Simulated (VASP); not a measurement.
Data:

```
CELL_PARAMETERS angstrom
      0.00000     2.82543     2.82543
      2.82543     0.00000     2.82543
      2.82543     2.82543     0.00000
ATOMIC_POSITIONS crystal
  Al 0.25000 0.25000 0.25000
  Al 0.75000 0.75000 0.75000
  Pt 0.00000 0.00000 0.00000
```

Computed with LDA (Ceperley-Alder, Perdew-Zunger), VASP's LDA PAW potentials (set 64) (plane waves; VASP 6.6.1). Settings: 500 eV cut-off, 9×9×9 Γ-centred mesh, first-order Methfessel-Paxton smearing of 0.10 eV, potentials Al Pt.

Unless said otherwise, spin-orbit coupling is left out, though it shifts the bands of the heavy elements here.

**Question.** Predict the energy per atom (σ→0), pressure, band gap (on the k-mesh) with the smallest direct gap where there is one.

**Answer.** 
| Quantity | Value |
|---|---|
| band gap (on the k-mesh) | none (metal, semimetal or under 0.01 eV) |
| energy per atom (σ→0) | -6.105 eV/atom |
| pressure | 20.00 GPa |

The compound is PtAl2 in the fluorite structure. It was relaxed first under an external pressure of 20 GPa.
